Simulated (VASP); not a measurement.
Here is the system:

```
CELL_PARAMETERS angstrom
      0.00000     2.53326     2.53326
      2.53326     0.00000     2.53326
      2.53326     2.53326     0.00000
ATOMIC_POSITIONS crystal
  Zr 0.00000 0.00000 0.00000
  O  0.25000 0.25000 0.25000
  O  0.75000 0.75000 0.75000
```

Computed with r2SCAN meta-GGA, VASP's PBE PAW potentials (set 64) (plane waves; VASP). Numerical set-up: 600 eV cut-off, 8×8×8 Γ-centred mesh, Gaussian smearing of 0.050 eV, potentials Zr_sv O.

Q: Give the stress tensor in GPa (positive for a compressed cell).

A: 
```
3.70  0.00  0.00
0.00  3.70  0.00
0.00  0.00  3.70
```
The pressure is its mean diagonal, 3.70 GPa.

The compound is ZrO2 in the fluorite structure, the high-temperature cubic form, which is unstable at 0 K; the monoclinic form is the stable one. This cell was strained or had an atom moved on purpose.
